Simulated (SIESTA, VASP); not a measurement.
Given: the input of a run of VASP 6.6.1 on BPd4. Atoms were shifted at random by some hundredths of an Å from the given cell, which wasn't relaxed again for these runs. The cell comes from a database or a generator and needn't be the stable form of this composition.

The input INCAR:

```
PREC     = Accurate       # precision mode
ENCUT    = 520            # plane-wave cutoff, eV
EDIFF    = 1E-7           # SCF threshold, eV
ISMEAR   = -1             # smearing method
SIGMA    = 0.05           # smearing width, eV
LREAL    = F              # projectors in reciprocal space
LASPH    = T              # aspherical terms in the spheres
NELM     = 100            # most SCF steps
ALGO     = Normal         # electronic algorithm
ISIF     = 2              # what is computed and relaxed
LWAVE    = F              # write WAVECAR
LCHARG   = T              # write CHGCAR
GGA      = PS             # functional
LVHAR    = T            
NBANDS   = 30             # bands
KPAR     = 2
```

KPOINTS

```
regular mesh
0
Gamma
  9 6 5
```

POSCAR

```
BPd4
1.0
    2.8920299704      0.0000000000      0.0000000000
    0.0000000000      4.3650077954      0.0000000000
    0.0000000000      0.0000000000      5.8563150000
Pd B
4 1
Direct
    0.4997860000     -0.0013280000      0.1979700000
    0.0072420000     -0.0162850000      0.6056660000
    0.0008850000      0.5186000000      0.3229410000
    0.5020220000      0.5034260000      0.8645260000
    0.4972590000     -0.0053940000      0.8653290000
```

Potentials or basis: VASP PAW PBE potentials, release 64 (Pd, B).

Run with:

```bash
$ cat potpaw_PBE.64/Pd/POTCAR potpaw_PBE.64/B/POTCAR > POTCAR
$ mpirun -np 2 vasp_std > vasp.out
```

**Question.** Translate it to SIESTA 5.4.2. Potentials or basis there: files PseudoDojo sr-pbesol-0.4.1-standard, DZP (energy shift 0.003 Ry; two zetas on semicore shells).

**Answer.** As run (cutoffs and basis follow the program's own potentials, and thresholds, step limits or extra output files can differ):

BPd4.fdf

```
SystemName                      BPd4
SystemLabel                     BPd4
NumberOfSpecies                 2
NumberOfAtoms                   5
%block ChemicalSpeciesLabel
  1  46 Pd
  2   5 B
%endblock ChemicalSpeciesLabel

LatticeConstant                 1.0 Ang
%block LatticeVectors
     2.8920299704     0.0000000000     0.0000000000
     0.0000000000     4.3650077954     0.0000000000
     0.0000000000     0.0000000000     5.8563150000
%endblock LatticeVectors
AtomicCoordinatesFormat         Fractional
%block AtomicCoordinatesAndAtomicSpecies
     0.4997860000    -0.0013280000     0.1979700000  1  Pd
     0.0072420000    -0.0162850000     0.6056660000  1  Pd
     0.0008850000     0.5186000000     0.3229410000  1  Pd
     0.5020220000     0.5034260000     0.8645260000  1  Pd
     0.4972590000    -0.0053940000     0.8653290000  2  B
%endblock AtomicCoordinatesAndAtomicSpecies

%block kgrid.MonkhorstPack
    9   0   0  0.0
    0   6   0  0.0
    0   0   5  0.0
%endblock kgrid.MonkhorstPack
XC.Functional                   GGA
XC.Authors                      PBEsol
PAO.BasisSize                   DZP
PAO.EnergyShift                 0.003 Ry
Mesh.Cutoff                     800 Ry
OccupationFunction              FD
ElectronicTemperature           0.05 eV
MaxSCFIterations                120
SCF.MustConverge                false
SCF.Mixer.Method                Pulay
SCF.Mixer.Weight                0.25
SCF.Mixer.History               8
SCF.DM.Tolerance                5.0e-05
SCF.H.Tolerance                 1.0e-03 eV
WriteForces                     true
Charge.Mulliken                 end
%block PAO.Basis
  Pd 5
  n=4 0 2
    2.827 0.000
  n=5 0 2
    8.651 0.000
  n=4 1 2
    3.241 0.000
  n=5 1 1
    8.651
  n=4 2 2
    5.842 0.000
%endblock PAO.Basis
```

Potentials or basis: PseudoDojo 0.4 standard (PBEsol files), converted to PSML, two zetas on semicore shells, DZP (energy shift 0.003 Ry; two zetas on semicore shells).

Run with:

```bash
$ siesta < BPd4.fdf > BPd4.out 2>&1
```

Both were run:

|  | VASP | SIESTA |
| --- | --- | --- |
| Pressure | -8.5 GPa | -6.8 GPa |
| Largest force | 1.291 eV/Å | 1.381 eV/Å |

The potentials hold 43 and 75 valence electrons a cell.

VASP's potentials were made for PBE.

Pressure is positive in compression.
